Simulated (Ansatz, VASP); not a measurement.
# BaZrO3 in two plane-wave programs

One calculation is typed for both programs; each brings its own data sets and cutoff. How far apart do they land?

Method: plane waves, with VASP 6.6.1 beside it; relaxation of cell and atoms at r2SCAN with rVV10, in Ansatz 0.2.0.

## 1. Set-up

It takes space group Pm-3m (No. 221, cubic). Conventional cell: a = 4.191 Å, b = 4.191 Å, c = 4.191 Å, α = 90.00°, β = 90.00°, γ = 90.00°. Ba has 12 O at 2.96 Å nearest. Zr has 6 O at 2.10 Å nearest. Nearest to O lie 2 Zr at 2.10 Å and 4 Ba at 2.96 Å. Farther neighbours and most contacts between anions are not listed.

As a file:

```xyz
5
Lattice="4.1913 0.0000 0.0000 0.0000 4.1913 0.0000 0.0000 0.0000 4.1913" Properties=species:S:1:pos:R:3 pbc="T T T"
Ba    0.0000    0.0000    0.0000
Zr    2.0957    2.0957    2.0957
O     0.0000    2.0957    2.0957
O     2.0957    0.0000    2.0957
O     2.0957    2.0957    0.0000
```

## 2. VASP: relaxation of cell and atoms, r2SCAN with rVV10

The relaxed volume is the usual yardstick between codes: its relative difference is about their pressure difference at one cell divided by the bulk modulus.

Lines of VASP's logs that name or quote its potential files are left out, and so is its time.

INCAR

```
SYSTEM = BaZrO3
PREC = Accurate
ENCUT = 560
EDIFF = 1E-06
NELM = 100
ISMEAR = -1
SIGMA = 0.05
LREAL = .FALSE.
ALGO = Normal
METAGGA = R2SCAN
LUSE_VDW = .TRUE.
IVDW_NL = 2
BPARAM = 11.95
CPARAM = 0.0093
LASPH = .TRUE.
NBANDS = 26
LORBIT = 11
LWAVE = .FALSE.
LCHARG = .FALSE.
KPAR = 4
IBRION = 2
NSW = 60
ISIF = 3
EDIFFG = -0.01
```

POSCAR

```
BaZrO3
1.0
    4.1913400000      0.0000000000      0.0000000000
    0.0000000000      4.1913400000      0.0000000000
    0.0000000000      0.0000000000      4.1913400000
Ba Zr O
1 1 3
Direct
    0.0000000000      0.0000000000      0.0000000000
    0.5000000000      0.5000000000      0.5000000000
    0.0000000000      0.5000000000      0.5000000000
    0.5000000000      0.0000000000      0.5000000000
    0.5000000000      0.5000000000      0.0000000000
```

KPOINTS

```
Automatic mesh
0
Gamma
5 5 5
0 0 0
```

The projector-augmented-wave data sets are Ba_sv, Zr_sv and O (PBE family, release 64).

Launch:

```bash
$ mpirun -np 4 vasp_std
```

Numbers of over 12 decimals in the logs are rounded to 6 here.

The program printed:

```text
[banner, memory and clock lines left out]
running    4 mpi-ranks, on    1 nodes
 distrk:  each k-point on    1 cores,    4 groups
 distr:  one band on    1 cores,    1 groups

 POSCAR found type information on POSCAR BaZrO
 POSCAR found :  3 types and       5 ions
|                                                                             |
|               ----> ADVICE to this user running VASP <----                  |
|                                                                             |
|     You have switched on vdW-DFT.                                           |
|     This routine was written and supplied by Jiri Klimes. We recommend      |
|     that you carefully read and cite the following publications:            |
|       J. Klimes, D.R. Bowler, A. Michelides                                 |
|          J. Phys.: Cond Matt. 22 022201 (2010)                              |
|       J. Klimes, D.R. Bowler, A. Michelides                                 |
|          Phys. Rev. B. 83, 195131 (2011)                                    |
|     and references therein.                                                 |
|                                                                             |

|                                                                             |
|               ----> ADVICE to this user running VASP <----                  |
|                                                                             |
|     You enforced a specific xc type in the INCAR file but a different       |
|     [... a line on the potential file left out ...]
|     I HOPE YOU KNOW WHAT YOU ARE DOING!                                     |
|                                                                             |

 LDA part: xc-table for (None), standard interpolation
 POSCAR, INCAR and KPOINTS ok, starting setup
 FFT: planning ... GRIDC
 FFT: planning ... GRID_SOFT
 FFT: planning ... GRID
 WAVECAR not read
 entering main loop
       N       E                     dE             d eps       ncg     rms          rms(c)
Total rVV10 correction in eV:      0.7984354    40.4481300
Total rVV10 correction in eV:      0.7984354    40.4481300
Total rVV10 correction in eV:      0.7984354    40.4481300
Total rVV10 correction in eV:      0.7984354    40.4481300
DAV:   1     0.277082701104E+03    0.27708E+03   -0.23484E+04   520   0.164E+03
DAV:   2    -0.830153346238E+02   -0.36010E+03   -0.35027E+03   648   0.391E+02
DAV:   3    -0.105408803855E+03   -0.22393E+02   -0.22312E+02   828   0.905E+01
DAV:   4    -0.106230740601E+03   -0.82194E+00   -0.82050E+00   732   0.127E+01
DAV:   5    -0.106244149486E+03   -0.13409E-01   -0.13408E-01   756   0.134E+00    0.298E+01
Total rVV10 correction in eV:      0.8613616    40.4481298
Total rVV10 correction in eV:      0.8613616    40.4481298
Total rVV10 correction in eV:      0.8613616    40.4481298
Total rVV10 correction in eV:      0.8613616    40.4481298
DAV:   6    -0.838155212546E+02    0.22429E+02   -0.24854E+01   658   0.376E+01    0.106E+01
Total rVV10 correction in eV:      0.8770969    40.4481300
Total rVV10 correction in eV:      0.8770969    40.4481300
Total rVV10 correction in eV:      0.8770969    40.4481300
Total rVV10 correction in eV:      0.8770969    40.4481300
DAV:   7    -0.841558198898E+02   -0.34030E+00   -0.19276E+00   728   0.878E+00    0.549E+00
Total rVV10 correction in eV:      0.8912122    40.4481300
Total rVV10 correction in eV:      0.8912122    40.4481300
Total rVV10 correction in eV:      0.8912122    40.4481300
Total rVV10 correction in eV:      0.8912122    40.4481300
DAV:   8    -0.842565118223E+02   -0.10069E+00   -0.94713E-01   568   0.637E+00    0.181E+00
Total rVV10 correction in eV:      0.8964742    40.4481300
Total rVV10 correction in eV:      0.8964742    40.4481300
Total rVV10 correction in eV:      0.8964742    40.4481300
Total rVV10 correction in eV:      0.8964742    40.4481300
DAV:   9    -0.841927223301E+02    0.63789E-01   -0.30315E-01   562   0.304E+00    0.345E-01
Total rVV10 correction in eV:      0.8986415    40.4481300
Total rVV10 correction in eV:      0.8986415    40.4481300
Total rVV10 correction in eV:      0.8986415    40.4481300
Total rVV10 correction in eV:      0.8986415    40.4481300
DAV:  10    -0.841946417729E+02   -0.19194E-02   -0.11209E-02   692   0.721E-01    0.215E-01
Total rVV10 correction in eV:      0.9019978    40.4481300
Total rVV10 correction in eV:      0.9019978    40.4481300
Total rVV10 correction in eV:      0.9019978    40.4481300
Total rVV10 correction in eV:      0.9019978    40.4481300
DAV:  11    -0.841953682665E+02   -0.72649E-03   -0.98943E-03   584   0.569E-01    0.188E-01
Total rVV10 correction in eV:      0.9012835    40.4481300
Total rVV10 correction in eV:      0.9012835    40.4481300
Total rVV10 correction in eV:      0.9012835    40.4481300
Total rVV10 correction in eV:      0.9012835    40.4481300
DAV:  12    -0.841949212069E+02    0.44706E-03   -0.16077E-03   592   0.239E-01    0.466E-02
Total rVV10 correction in eV:      0.9012359    40.4481300
Total rVV10 correction in eV:      0.9012359    40.4481300
Total rVV10 correction in eV:      0.9012359    40.4481300
Total rVV10 correction in eV:      0.9012359    40.4481300
DAV:  13    -0.841948943513E+02    0.26856E-04   -0.17376E-04   660   0.719E-02    0.688E-03
[...]
Total rVV10 correction in eV:      0.9114332    40.4481288
Total rVV10 correction in eV:      0.9114332    40.4481288
Total rVV10 correction in eV:      0.9114332    40.4481288
Total rVV10 correction in eV:      0.9114332    40.4481288
DAV:   4    -0.841926311077E+02    0.10988E-02   -0.12909E-02   854   0.616E-01    0.227E-01
Total rVV10 correction in eV:      0.9115234    40.4481288
Total rVV10 correction in eV:      0.9115234    40.4481288
Total rVV10 correction in eV:      0.9115234    40.4481288
Total rVV10 correction in eV:      0.9115234    40.4481288
DAV:   5    -0.841929234667E+02   -0.29236E-03   -0.39765E-04   694   0.139E-01    0.100E-01
Total rVV10 correction in eV:      0.9118701    40.4481288
Total rVV10 correction in eV:      0.9118701    40.4481288
Total rVV10 correction in eV:      0.9118701    40.4481288
Total rVV10 correction in eV:      0.9118701    40.4481288
DAV:   6    -0.841931142384E+02   -0.19077E-03   -0.68560E-04   770   0.128E-01    0.165E-02
Total rVV10 correction in eV:      0.9118741    40.4481288
Total rVV10 correction in eV:      0.9118741    40.4481288
Total rVV10 correction in eV:      0.9118741    40.4481288
Total rVV10 correction in eV:      0.9118741    40.4481288
DAV:   7    -0.841931151517E+02   -0.91332E-06   -0.26480E-05   640   0.374E-02    0.148E-02
Total rVV10 correction in eV:      0.9119216    40.4481288
Total rVV10 correction in eV:      0.9119216    40.4481288
Total rVV10 correction in eV:      0.9119216    40.4481288
Total rVV10 correction in eV:      0.9119216    40.4481288
DAV:   8    -0.841931121064E+02    0.30453E-05   -0.74232E-06   668   0.186E-02    0.423E-03
Total rVV10 correction in eV:      0.9119188    40.4481288
Total rVV10 correction in eV:      0.9119188    40.4481288
Total rVV10 correction in eV:      0.9119188    40.4481288
Total rVV10 correction in eV:      0.9119188    40.4481288
DAV:   9    -0.841931123501E+02   -0.24375E-06   -0.45576E-07   306   0.538E-03
Total rVV10 correction in eV:      0.9119141    40.4481288
Total rVV10 correction in eV:      0.9119141    40.4481288
Total rVV10 correction in eV:      0.9119141    40.4481288
Total rVV10 correction in eV:      0.9119141    40.4481288
Total rVV10 correction in eV:      0.9119179    40.4481288
Total rVV10 correction in eV:      0.9119179    40.4481288
Total rVV10 correction in eV:      0.9119179    40.4481288
Total rVV10 correction in eV:      0.9119179    40.4481288
   2 F= -.84193112E+02 E0= -.84193112E+02  d E =0.178280E-02
 trial-energy change:    0.001783  1 .order    0.001586   -0.013759    0.016931
 step:   0.4388(harm=  0.4483)  dis= 0.00000  next Energy=   -84.197898 (dE=-0.300E-02)
 bond charge predicted
       N       E                     dE             d eps       ncg     rms          rms(c)
Total rVV10 correction in eV:      0.9126541    40.4481288
Total rVV10 correction in eV:      0.9126541    40.4481288
Total rVV10 correction in eV:      0.9126541    40.4481288
Total rVV10 correction in eV:      0.9126541    40.4481288
DAV:   1    -0.842237253003E+02   -0.30613E-01   -0.89865E-01   536   0.776E+00    0.169E+00
Total rVV10 correction in eV:      0.9077566    40.4481295
Total rVV10 correction in eV:      0.9077566    40.4481295
Total rVV10 correction in eV:      0.9077566    40.4481295
Total rVV10 correction in eV:      0.9077566    40.4481295
DAV:   2    -0.842024642574E+02    0.21261E-01   -0.96840E-02   616   0.200E+00    0.639E-01
Total rVV10 correction in eV:      0.9069235    40.4481294
Total rVV10 correction in eV:      0.9069235    40.4481294
Total rVV10 correction in eV:      0.9069235    40.4481294
Total rVV10 correction in eV:      0.9069235    40.4481294
DAV:   3    -0.841979423556E+02    0.45219E-02   -0.97432E-03   722   0.763E-01    0.144E-01
Total rVV10 correction in eV:      0.9062325    40.4481295
Total rVV10 correction in eV:      0.9062325    40.4481295
Total rVV10 correction in eV:      0.9062325    40.4481295
Total rVV10 correction in eV:      0.9062325    40.4481295
DAV:   4    -0.841976439418E+02    0.29841E-03   -0.31907E-03   874   0.314E-01    0.124E-01
Total rVV10 correction in eV:      0.9061429    40.4481294
Total rVV10 correction in eV:      0.9061429    40.4481294
Total rVV10 correction in eV:      0.9061429    40.4481294
Total rVV10 correction in eV:      0.9061429    40.4481294
DAV:   5    -0.841977735085E+02   -0.12957E-03   -0.13595E-04   762   0.788E-02    0.462E-02
Total rVV10 correction in eV:      0.9059921    40.4481294
Total rVV10 correction in eV:      0.9059921    40.4481294
Total rVV10 correction in eV:      0.9059921    40.4481294
Total rVV10 correction in eV:      0.9059921    40.4481294
DAV:   6    -0.841978479043E+02   -0.74396E-04   -0.17499E-04   746   0.635E-02    0.111E-02
Total rVV10 correction in eV:      0.9059831    40.4481294
Total rVV10 correction in eV:      0.9059831    40.4481294
Total rVV10 correction in eV:      0.9059831    40.4481294
Total rVV10 correction in eV:      0.9059831    40.4481294
DAV:   7    -0.841978529262E+02   -0.50219E-05   -0.57437E-06   586   0.166E-02    0.607E-03
Total rVV10 correction in eV:      0.9059617    40.4481294
Total rVV10 correction in eV:      0.9059617    40.4481294
Total rVV10 correction in eV:      0.9059617    40.4481294
Total rVV10 correction in eV:      0.9059617    40.4481294
DAV:   8    -0.841978556755E+02   -0.27493E-05   -0.15163E-06   380   0.826E-03    0.124E-03
Total rVV10 correction in eV:      0.9059628    40.4481294
Total rVV10 correction in eV:      0.9059628    40.4481294
Total rVV10 correction in eV:      0.9059628    40.4481294
Total rVV10 correction in eV:      0.9059628    40.4481294
DAV:   9    -0.841978556208E+02    0.54779E-07   -0.15197E-07   296   0.318E-03
Total rVV10 correction in eV:      0.9059654    40.4481294
Total rVV10 correction in eV:      0.9059654    40.4481294
Total rVV10 correction in eV:      0.9059654    40.4481294
Total rVV10 correction in eV:      0.9059654    40.4481294
Total rVV10 correction in eV:      0.9059632    40.4481294
Total rVV10 correction in eV:      0.9059632    40.4481294
Total rVV10 correction in eV:      0.9059632    40.4481294
Total rVV10 correction in eV:      0.9059632    40.4481294
   3 F= -.84197856E+02 E0= -.84197856E+02  d E =-.296047E-02
 curvature:  -0.22 expect dE=-0.122E-07 dE for cont linesearch -0.122E-07
 trial: gam=-0.00199 g(F)=  0.117E-64 g(S)=  0.545E-07 ort = 0.274E-04 (trialstep = 0.888E+00)
 search vector abs. value=  0.100E-09
 reached required accuracy - stopping structural energy minimisation
```

Parts of OUTCAR (step 2):

```text
ion  position               nearest neighbor table
   1  0.000  0.000  0.000-   3 2.96   4 2.96   5 2.96   3 2.96   4 2.96   3 2.96   5 2.96   3 2.96
                             4 2.96   5 2.96   4 2.96   5 2.96   2 3.63   2 3.63   2 3.63   2 3.63
   2  0.500  0.500  0.500-   3 2.10   4 2.10   5 2.10   5 2.10   4 2.10   3 2.10   1 3.63   1 3.63
                             1 3.63   1 3.63   1 3.63   1 3.63   1 3.63   1 3.63
   3  0.000  0.500  0.500-   2 2.10   2 2.10   1 2.96   1 2.96   1 2.96   1 2.96
   4  0.500  0.000  0.500-   2 2.10   2 2.10   1 2.96   1 2.96   1 2.96   1 2.96
   5  0.500  0.500  0.000-   2 2.10   2 2.10   1 2.96   1 2.96   1 2.96   1 2.96

  LATTYP: Found a simple cubic cell.
 ALAT       =     4.1913400000

 Subroutine GETGRP returns: Found 48 space group operations
 (whereof 48 operations were pure point group operations)

The static configuration has the point symmetry O_h .

 Found     10 irreducible k-points:

   k-points           NKPTS =     10   k-points in BZ     NKDIM =     10   number of bands    NBANDS=     26

   dimension x,y,z NGX =    32 NGY =   32 NGZ =   32
   dimension x,y,z NGXF=    64 NGYF=   64 NGZF=   64

   ENCUT  =  560.0 eV  41.16 Ry    6.42 a.u.   8.09  8.09  8.09*2*pi/ulx,y,z

   NELECT =      40.0000    total number of electrons

 k-points in reciprocal lattice and weights: Automatic mesh
   0.00000000  0.00000000  0.00000000       0.008
   0.20000000  0.00000000  0.00000000       0.048
   0.40000000  0.00000000  0.00000000       0.048
   0.20000000  0.20000000  0.00000000       0.096
   0.40000000  0.20000000  0.00000000       0.192
   0.40000000  0.40000000  0.00000000       0.096
   0.20000000  0.20000000  0.20000000       0.064
   0.40000000  0.20000000  0.20000000       0.192
   0.40000000  0.40000000  0.20000000       0.192
   0.40000000  0.40000000  0.40000000       0.064

 average (electrostatic) potential at core
       1 -38.8397       2 -83.6322       3 -73.0551       4 -73.0551       5 -73.0551

 E-fermi :   4.5242

 k-point     1 :       0.0000    0.0000    0.0000
  band No.  band energies     occupation
    ...
     16       2.4014      2.00000
     17       2.4014      2.00000
     18       3.1535      2.00000
     19       3.1535      2.00000
     20       3.1535      2.00000
     21       7.0733      0.00000
     22       7.0733      0.00000
     23       7.0733      0.00000
     24       8.5114      0.00000
     25       8.5114      0.00000
    ...

 k-point     2 :       0.2000    0.0000    0.0000
  band No.  band energies     occupation
    ...
     16       2.0920      2.00000
     17       2.1439      2.00000
     18       2.3514      2.00000
     19       3.0390      2.00000
     20       3.0390      2.00000
     21       7.2070      0.00000
     22       7.8915      0.00000
     23       7.8916      0.00000
     24       9.1087      0.00000
     25       9.1560      0.00000
    ...

 k-point     3 :       0.4000    0.0000    0.0000
  band No.  band energies     occupation
    ...
     16       1.7326      2.00000
     17       1.7326      2.00000
     18       1.7858      2.00000
     19       2.9249      2.00000
     20       2.9249      2.00000
     21       7.4600      0.00000
     22       9.2927      0.00000
     23       9.2927      0.00000
     24      10.1194      0.00000
     25      10.3796      0.00000
    ...

  Total        0.0013726      0.0013726      0.0013726     -0.0000000      0.0000000      0.0000000
  in kB        0.0296080      0.0296080      0.0296080     -0.0000000      0.0000000      0.0000000
  external PRESSURE =       0.0296080 kB  Pullay stress =       0.0000000 kB

  energy-cutoff  :      560.00
  volume of cell :       74.28
      direct lattice vectors                 reciprocal lattice vectors
     4.203575683  0.000000000 -0.000000000     0.237892707  0.000000000 -0.000000000
    -0.000000000  4.203575683 -0.000000000    -0.000000000  0.237892707 -0.000000000
     0.000000000  0.000000000  4.203575683     0.000000000  0.000000000  0.237892707

 POSITION                                       TOTAL-FORCE (eV/Angst)
 -----------------------------------------------------------------------------------
      0.00000      0.00000      0.00000        -0.000000     -0.000000      0.000000
      2.10179      2.10179      2.10179         0.000000      0.000000      0.000000
      0.00000      2.10179      2.10179         0.000000      0.000000      0.000000
      2.10179      0.00000      2.10179        -0.000000      0.000000      0.000000
      2.10179      2.10179     -0.00000        -0.000000     -0.000000      0.000000
 -----------------------------------------------------------------------------------
    total drift:                                0.000000     -0.000000     -0.000000

  FREE ENERGIE OF THE ION-ELECTRON SYSTEM (eV)
  ---------------------------------------------------
  free  energy   TOTEN  =       -84.1978556208 eV

  energy  without entropy=      -84.1978556207  energy(sigma->0) =      -84.19785562

 reached required accuracy - stopping structural energy minimisation

 total charge
# of ion       s       p       d       tot
------------------------------------------
    1        2.010   5.643   0.245   7.898
    2        2.190   6.082   1.349   9.621
    3        1.562   3.509   0.000   5.071
    4        1.562   3.509   0.000   5.071
    5        1.562   3.509   0.000   5.071
--------------------------------------------------
tot          8.886  22.251   1.594  32.731

[... 3 further parts left out ...]
```

CONTCAR:

```
BaZrO3
   1.00000000000000
     4.2035756832084497    0.0000000000000000   -0.0000000000000000
    -0.0000000000000000    4.2035756832084497   -0.0000000000000000
     0.0000000000000000    0.0000000000000000    4.2035756832084497
  Ba              Zr              O
     1     1     3
Direct
     0.0000000000000000    0.0000000000000000    0.0000000000000000
     0.5000000000000000    0.5000000000000000    0.5000000000000000
     0.0000000000000000    0.5000000000000000    0.5000000000000000
     0.5000000000000000    0.0000000000000000    0.5000000000000000
     0.5000000000000000    0.5000000000000000    0.0000000000000000
```

The gap is read on the k-mesh alone, so it is an upper bound where the band edges lie off the mesh. Harder data sets than Ba_sv exist (the GW ones), and pressures, volumes and forces can shift noticeably with them. The run keeps the 48 symmetry operations of its start, so it cannot find a distortion of lower symmetry.

(Continued in part 2 of 2.)

[Lines on the potential files, build, host, timing and source positions are cut from VASP's logs without a mark.]

[Logs are printed without paths, hosts, clocks, repeated set-up lines and the standing remarks that a program may print on its own settings, such as how far it seeks lower states.]

[Hosts, paths, dates, database ids (printed as entryN), source tags and the programs' standing remarks are cut or masked in the printed files.]
